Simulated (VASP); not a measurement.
Here is a VASP 6.6.1 calculation.

The input INCAR:

```
SYSTEM = Sn2PbSe3
ALGO     = Fast           ! electronic algorithm
EDIFF    = 1E-7           ! SCF threshold, eV
ENCUT    = 520            ! plane-wave cutoff, eV
GGA      = CA             ! functional
ISIF     = 2              ! what is computed and relaxed
ISMEAR   = 0              ! smearing method
LASPH    = .TRUE.         ! aspherical terms in the spheres
LCHARG   = .FALSE.        ! write CHGCAR
LREAL    = .FALSE.        ! projectors in reciprocal space
LWAVE    = .FALSE.        ! write WAVECAR
NBANDS   = 39             ! bands
NELM     = 100            ! most SCF steps
PREC     = Accurate       ! precision mode
SIGMA    = 0.01           ! smearing width, eV
```

File KPOINTS:

```
k-points
0
G
  5 5 2
  0 0 0
```

The input POSCAR:

```
Sn2PbSe3
1.0
    4.2964000000      0.0000000000      0.0000000000
   -2.1482000000      3.7208000000      0.0000000000
    0.0000000000      0.0000000000     10.5274000000
Sn Pb Se
2 1 3
Direct
    0.3333333333      0.6666666667      0.6638000000
    0.6666666667      0.3333333333      0.3362000000
    0.0000000000      0.0000000000      0.0000000000
    0.3333333333      0.6666666667      0.1732000000
    0.6666666667      0.3333333333      0.8268000000
    0.0000000000      0.0000000000      0.5000000000
```

Potentials or basis: VASP PAW LDA potentials, release 64 (Sn_d, Pb_d, Se).

Command:

```bash
$ cat potpaw_LDA.64/Sn_d/POTCAR potpaw_LDA.64/Pb_d/POTCAR potpaw_LDA.64/Se/POTCAR > POTCAR
$ mpirun -np 1 vasp_std > vasp.out
```

Q: What does it give for the band gap on the k mesh?

A: 0.30 eV, direct.

Q: What does it give for the largest force?

A: 0.009 eV/Å.

Q: Estimate the pressure.

A: -3.5 GPa.

Stress tensor (GPa, compression positive):
```
-3.57  0.00  0.00
 0.00 -3.57  0.00
 0.00  0.00 -3.48
```

Caveat: spin-orbit coupling is left out, which as a rule narrows the gap of such compounds by several tenths of an eV; an odd mesh through Γ misses points on the zone boundary, where band edges often lie.
